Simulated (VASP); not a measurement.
# HgSb: structure and properties in VASP, part 4 of 4

Aim: relax HgSb, then compute properties on the relaxed cell. The cell is invented: it takes the structure of COD entry 9008724, SnSb (space group 225 there), with some of its atoms replaced by other elements, volume scaled by an estimate. It may not be a known or stable phase. Left out of this account: at least 2 further runs (elastic: elastic constants of a metal on too coarse a mesh; relaxation: a spoilt try).

VASP 6.6.1, plane waves and PAW; the level of theory is named at each step.

Still holding for the runs below: This run has no spin polarisation. Its electron count is odd, so without a moment it is a metal by construction. The k-mesh is coarse for a metal. Spin-orbit coupling is off here; it can split and shift levels that hold much weight on Hg and Sb by tenths of an eV or more.

So far. Step 7 (Density of states (LDA)): The finer mesh and the other smearing move the Fermi level by -0.05 eV from the 7×7×7 run, one measure of the sampling error in the zero of the bands above. Step 8 (Zone-centre phonons (LDA)): The three acoustic modes come out at zero, and all others are real. By the characters of their eigenvectors the optical modes sort into (cm⁻¹) infrared active: T1u 120.

The structure was built from a prototype and need not be the compound's stable phase.

### Step 9. Bands along the symmetry lines (r2SCAN)

This step: r2SCAN; plane waves and PAW (Hg, Sb); invented cell (VASP 6.6.1).

Levels along the symmetry lines show where the bands peak and cross; KPOINTS_OPT computes them in the converged potential. r2SCAN adds the kinetic-energy density, costs more than a GGA and is run with LASPH.

INCAR

```
SYSTEM = HgSb
PREC = Accurate
ENCUT = 400
EDIFF = 1E-06
NELM = 100
ISMEAR = -1
SIGMA = 0.05
LREAL = .FALSE.
ALGO = Normal
METAGGA = R2SCAN
LASPH = .TRUE.
LORBIT = 11
LWAVE = .FALSE.
LCHARG = .FALSE.
```

POSCAR

```
HgSb
1.0
    0.0000000000      2.9330369599      2.9330369599
    2.9330369599      0.0000000000      2.9330369599
    2.9330369599      2.9330369599      0.0000000000
Hg Sb
1 1
Direct
    0.0000000000      0.0000000000      0.0000000000
    0.5000000000      0.5000000000      0.5000000000
```

KPOINTS

```
Automatic mesh
0
Gamma
7 7 7
0 0 0
```

KPOINTS_OPT

```
Line mode
16
Line-mode
Reciprocal
  0.00000000   0.00000000   0.00000000 GAMMA
  0.50000000   0.00000000   0.50000000 X

  0.50000000   0.00000000   0.50000000 X
  0.50000000   0.25000000   0.75000000 W

  0.50000000   0.25000000   0.75000000 W
  0.37500000   0.37500000   0.75000000 K

  0.37500000   0.37500000   0.75000000 K
  0.00000000   0.00000000   0.00000000 GAMMA

  0.00000000   0.00000000   0.00000000 GAMMA
  0.50000000   0.50000000   0.50000000 L

  0.50000000   0.50000000   0.50000000 L
  0.62500000   0.25000000   0.62500000 U

  0.62500000   0.25000000   0.62500000 U
  0.50000000   0.25000000   0.75000000 W

  0.50000000   0.25000000   0.75000000 W
  0.50000000   0.50000000   0.50000000 L

  0.50000000   0.50000000   0.50000000 L
  0.37500000   0.37500000   0.75000000 K

  0.62500000   0.25000000   0.62500000 U
  0.50000000   0.00000000   0.50000000 X
```

PAW data sets: Hg and Sb (LDA family, release 64).

The run is started by

```console
$ mpirun -np 1 vasp_std
```

The program printed:

```text
[banner, memory and clock lines left out]
running    1 mpi-ranks, on    1 nodes
 distrk:  each k-point on    1 cores,    1 groups
 distr:  one band on    1 cores,    1 groups

 POSCAR found type information on POSCAR HgSb
 POSCAR found :  2 types and       2 ions
|                                                                             |
|               ----> ADVICE to this user running VASP <----                  |
|                                                                             |
|     You enforced a specific xc type in the INCAR file but a different       |
|     [... a line on the potential file left out ...]
|     I HOPE YOU KNOW WHAT YOU ARE DOING!                                     |
|                                                                             |

 LDA part: xc-table for (None), standard interpolation
 POSCAR, INCAR and KPOINTS ok, starting setup
 FFT: planning ... GRIDC
 FFT: planning ... GRID_SOFT
 FFT: planning ... GRID
 WAVECAR not read
 entering main loop
       N       E                     dE             d eps       ncg     rms          rms(c)
DAV:   1    -0.172053219163E+04   -0.17205E+04   -0.66649E+03   480   0.102E+03
DAV:   2    -0.182364954368E+04   -0.10312E+03   -0.96730E+02   528   0.273E+02
DAV:   3    -0.182706331033E+04   -0.34138E+01   -0.33533E+01   576   0.571E+01
DAV:   4    -0.182708128534E+04   -0.17975E-01   -0.17967E-01   532   0.414E+00
DAV:   5    -0.182708145368E+04   -0.16834E-03   -0.16834E-03   592   0.414E-01    0.536E+00
DAV:   6    -0.182246271970E+04    0.46187E+01   -0.24891E+00   512   0.237E+01    0.699E+00
DAV:   7    -0.182246153406E+04    0.11856E-02   -0.66400E-02   528   0.345E+00    0.465E+00
DAV:   8    -0.182246901986E+04   -0.74858E-02   -0.48167E-02   516   0.297E+00    0.325E-01
DAV:   9    -0.182246823351E+04    0.78635E-03   -0.37641E-03   556   0.967E-01    0.206E-01
DAV:  10    -0.182246808900E+04    0.14450E-03   -0.13020E-03   520   0.463E-01    0.336E-02
DAV:  11    -0.182246810858E+04   -0.19578E-04   -0.95189E-05   512   0.112E-01    0.258E-02
DAV:  12    -0.182246810662E+04    0.19639E-05   -0.19651E-05   584   0.690E-02    0.120E-02
DAV:  13    -0.182246810597E+04    0.64296E-06   -0.27769E-06   392   0.271E-02
   1 F= -.18224681E+04 E0= -.18224606E+04  d E =-.149425E-01
 Start KPOINTS_OPT (optional k-point list driver)
k-point batch [1-20\160]
       N       E                     dE             ncg
DAV:   1     0.176399413480E+04   -0.44622E+04      480
DAV:   2    -0.162094439335E+03   -0.19261E+04      516
DAV:   3    -0.228041717875E+03   -0.65947E+02      588
DAV:   4    -0.228590311904E+03   -0.54859E+00      580
DAV:   5    -0.228594367404E+03   -0.40555E-02      596
DAV:   6    -0.228594426363E+03   -0.58959E-04      608
DAV:   7    -0.228594427473E+03   -0.11100E-05      480
DAV:   8    -0.228594427550E+03   -0.76567E-07      440
[...]
k-point batch [141-160\160]
       N       E                     dE             ncg
DAV:   1     0.148344885770E+04   -0.89075E+04      488
DAV:   2    -0.283319475806E+03   -0.17668E+04      524
DAV:   3    -0.336363597442E+03   -0.53044E+02      588
DAV:   4    -0.336596091944E+03   -0.23249E+00      596
DAV:   5    -0.336599189970E+03   -0.30980E-02      592
DAV:   6    -0.336599249340E+03   -0.59371E-04      612
DAV:   7    -0.336599250635E+03   -0.12948E-05      492
DAV:   8    -0.336599250723E+03   -0.88363E-07      444
```

The job ended after 66 s (1 MPI rank of Intel Xeon 6975P-C (Granite Rapids), shared host; peak memory 0.17 GiB).

OUTCAR, selected parts (step 9):

```text
   NELECT =      17.0000    total number of electrons

 E-fermi :   5.8669

 k-point     1 :       0.0000    0.0000    0.0000
  band No.  band energies     occupation
    ...
      2      -1.9941      2.00000
      3      -1.9941      2.00000
      4      -1.9300      2.00000
      5      -1.9300      2.00000
      6      -1.9300      2.00000
      7       6.1130      0.01446
      8       6.1130      0.01446
      9       6.1130      0.01446
     10       7.0574      0.00000
     11      14.0042      0.00000
    ...

  Total        1.2207126      1.2207126      1.2207126     -0.0000000     -0.0000000      0.0000000
  in kB       38.7562208     38.7562208     38.7562208     -0.0000000     -0.0000000      0.0000000
  external PRESSURE =      38.7562208 kB  Pullay stress =       0.0000000 kB

 POSITION                                       TOTAL-FORCE (eV/Angst)
 -----------------------------------------------------------------------------------
      0.00000      0.00000      0.00000         0.000000     -0.000000      0.000000
      2.93304      2.93304      2.93304        -0.000000      0.000000     -0.000000
 -----------------------------------------------------------------------------------
    total drift:                               -0.000000      0.000000      0.000000

  FREE ENERGIE OF THE ION-ELECTRON SYSTEM (eV)
  ---------------------------------------------------
  free  energy   TOTEN  =     -1822.4681059730 eV

  energy  without entropy=    -1822.4531634990  energy(sigma->0) =    -1822.46063474

[... 8 parts as in an earlier step ...]

[... 9 further parts left out ...]
```

The PAW data sets were made with LDA, a small mismatch for this functional. At this level the cell is under a pressure of 3.9 GPa, so at these settings it is away from equilibrium.

Numbers from this step:

```
free energy (TOTEN)     : -1822.4681 eV
energy at zero smearing : -1822.4606 eV
Fermi energy            : 5.867 eV
pressure                : 3.876 GPa
```

Electronic bands along the path, in eV, zero at the Fermi level; # counts the bands kept in this run, so #1 is VASP's band 2:

```tsv
point	#5	#6	#7	#8	#9
Γ	-7.80	0.25	0.25	0.25	1.19
0.53 of the way	-7.66	-2.57	-1.10	-1.10	0.85
X	-6.05	-4.83	-2.63	-2.13	-2.13
0.53 of the way	-6.06	-4.42	-4.39	-2.64	0.78
W	-6.08	-4.97	-3.54	-3.54	3.33
0.53 of the way	-6.23	-5.18	-3.95	-2.24	1.94
K	-6.33	-5.28	-4.08	-1.09	0.66
0.53 of the way	-7.61	-3.77	-1.20	1.60	4.26
Γ	-7.80	0.25	0.25	0.25	1.19
0.53 of the way	-7.68	-4.13	0.86	0.86	3.79
L	-7.58	-6.36	1.62	1.62	3.39
0.47 of the way	-7.40	-6.17	-1.08	0.38	2.17
U	-6.33	-5.28	-4.08	-1.09	0.66
0.47 of the way	-6.23	-5.18	-3.95	-2.24	1.94
W	-6.08	-4.97	-3.54	-3.54	3.33
0.47 of the way	-7.12	-6.00	-1.65	-1.18	3.18
L	-7.58	-6.36	1.62	1.62	3.39
0.53 of the way	-7.30	-6.10	-1.55	0.16	1.95
K	-6.33	-5.28	-4.08	-1.09	0.66
jump to U	-6.33	-5.28	-4.08	-1.09	0.66
0.47 of the way	-6.07	-4.60	-4.20	-1.81	-0.59
X	-6.05	-4.83	-2.63	-2.13	-2.13
```

Of the projections kept (Hg, Sb), the largest for each band there, as a share of the weight inside these atoms' spheres; weight between the spheres isn't counted:

```tsv
point	#5	#6	#7	#8	#9
Γ	Hg 1.00	Sb 0.82	Sb 0.82	Sb 0.82	Hg 0.54
X	Hg 0.82	Sb 0.63	Hg 0.76	Sb 0.70	Sb 0.70
W	Hg 0.75	Hg 0.86	Sb 0.58	Sb 0.58	Sb 0.60
K	Hg 0.75	Hg 0.82	Sb 0.56	Sb 0.64	Hg 0.59
Γ	Hg 1.00	Sb 0.82	Sb 0.82	Sb 0.82	Hg 0.54
L	Hg 1.00	Hg 0.88	Sb 0.74	Sb 0.74	Sb 0.63
```

The electronic bands as a text plot (rows in eV, shown from -8.0 to 4.4 only):

```
    4.2 |                     **
    3.6 |  *                 *       ******            **
    3.1 | *          **             *      *     ******  *
    2.6 |   *              **   *                         *
    2.1 |              *           *        *              *
    1.6 |*          *     *  **  *      ***  *  *       *   *
    1.1 |    *          **  *  *  *   **   *  *        * **  *
    0.5 |                  *    ** ***     **  *       *
    0.0 |***  *    *            ***                   *   **  *
   -0.5 |   *            **    *   *         *       **     *
   -1.0 | *  *    *           *             * **     *       * *
   -1.5 |  *  **        *    *  *                          *  *
   -2.1 |   *   ***                 *           *   *          **
   -2.6 |    ** ** *   *   **  *             *      *
   -3.1 |      *  * ***       *      *           * *        *   *
   -3.6 |            **  **                   *  **
   -4.1 |       *  **  **    *        *        **            ***
   -4.6 |        ****       *                                  **
   -5.2 |            *******           *       *****         **
   -5.7 |                               *    **     *       *
   -6.2 |        ********                ****  ***** ******* ****
   -6.7 |       *        **                   *     *       *
   -7.2 |        ******    **               **   **  *     *    *
   -7.7 |********************************************************
         Γ       X    W  K        Γ      L     U  W     L   K|U X
```

There is no gap at this level.

### Step 10. What came out

```yaml
relaxed_volume: 25.23 Å³/atom
relaxed_conventional_cell_a_b_c: 5.866, 5.866, 5.866 Å
space_group_after_relaxing_within_0p02_a: Fm-3m (No. 225)
band_gap: none, a metal
dos_at_the_fermi_level: 1.13 states/eV/cell
highest_zone_centre_mode: 120 cm⁻¹
band_gap_r2scan: none, a metal
```

**Reading.** With LDA, HgSb relaxes to 25.23 Å³/atom in space group Fm-3m (held by the symmetry of the run) and comes out as a metal. Band structure (LDA): Of the bands kept, 4 cross the Fermi level on this path. Zone-centre phonons (LDA): The highest mode in this list at Γ, 120.1 cm⁻¹, has its largest share on Sb (62 % of the kinetic energy). Bands along the symmetry lines (r2SCAN): Of the bands kept, 4 cross the Fermi level on this path. The other levels ran on the cell relaxed with LDA, and without spin-orbit coupling unless named. Spin-orbit coupling is left out, and with elements this heavy it would split and shift bands near the Fermi level. The k-sampling is coarse for a metal, so the Fermi level, pressures and the shape of the cell carry errors. With an odd electron count and no spin the cell is a metal by construction. Modes at Γ alone can't show that the crystal is stable at other wave vectors. No search among competing phases was made. All values are for a static lattice at zero temperature.

[Lines on the potential files, build, host, timing and source positions are cut from VASP's logs without a mark.]

[Logs are printed without paths, hosts, clocks, repeated set-up lines and the standing remarks that a program may print on its own settings, such as how far it seeks lower states.]

[Hosts, paths, dates, database ids (printed as entryN), source tags and the programs' standing remarks are cut or masked in the printed files.]

[A measured line is paired with the nearest computed mode of its activity, which favours agreement.]

[In band tables of VASP the shares of atoms and orbitals are scaled to a sum of 1 inside the atoms' spheres.]
